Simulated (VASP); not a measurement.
Here is the system:

```xyz
4
Lattice="4.1521 2.0722 2.0722 2.0722 4.1521 2.0722 2.0722 2.0722 4.1521" Properties=species:S:1:pos:R:3 pbc="T T T"
Ni     0.0000     0.0000     0.0000
Ni     4.1483     4.1483     4.1483
O      2.0741     2.0741     2.0741
O      6.2224     6.2224     6.2224
```
Starting moments (μB, in the order of the record's atoms Ni Ni O O): 1.3 -1.3 0.0 0.0.

Computed with rev-vdW-DF2, VASP's PBE PAW potentials (set 64) (plane waves; VASP). Settings: 520 eV cut-off, 10×10×10 Γ-centred mesh, tetrahedra with Blöchl corrections, potentials Ni O.

Question: The job: NiO (rock salt, AFM-II order), 4 atoms, rev-vdW-DF2, static run, 520 eV, 10×10×10 Γ-centred mesh. Roughly how much core time does it take on a busy server core?

Answer: About 7 core-minutes (one run on a shared machine, a rough figure). It had 116 irreducible k-points, 20 bands, up to 1007 plane waves and 20 electronic steps.

The compound is NiO in the rock salt, AFM-II order structure. It was relaxed first. The spin order is the one that the start imposed; others were not tried in this run.
